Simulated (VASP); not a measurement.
Input:

```yaml
crystal:
  lattice:
    - [2.13090, -1.23036, -0.00411]
    - [2.13090, 1.23036, -0.00411]
    - [-1.38814, 0.00000, 3.59236]
  atoms:
    - { symbol: C, position: [0.83333, 0.83333, 0.99999] }
    - { symbol: C, position: [0.16667, 0.16667, 0.00001] }
```

Method: PBEsol GGA, VASP's PBE PAW potentials (set 64) (plane waves; VASP). Settings: 520 eV cut-off, Gaussian smearing of 0.050 eV, potentials C.

Question: Give the energies of bands 2 to 5 at the high-symmetry points, in eV from the valence-band maximum.

Answer: 
```json
[
 {"band": "2", "Γ": "-6.73", "C": "-12.16", "Y2": "-13.03", "M2": "-13.07", "D": "-11.77", "A": "-8.14", "V2": "-13.08"},
 {"band": "3", "Γ": "-2.77", "C": "-10.34", "Y2": "-6.21", "M2": "-6.18", "D": "-10.15", "A": "-2.78", "V2": "-6.18"},
 {"band": "4", "Γ": "-2.77", "C": "-0.35", "Y2": "-2.39", "M2": "-1.93", "D": "-0.95", "A": "-2.78", "V2": "-1.91"},
 {"band": "5", "Γ": "3.78", "C": "0.72", "Y2": "1.59", "M2": "2.10", "D": "1.23", "A": "8.54", "V2": "2.13"}
]
```

The gap is direct, 0.47 eV, from the valence maximum at M2-D at 0.78 to the conduction minimum at M2-D at 0.78.

The structure comes from a computed database's C entry (C2/m); how it stands against other phases isn't given here. It was relaxed first.
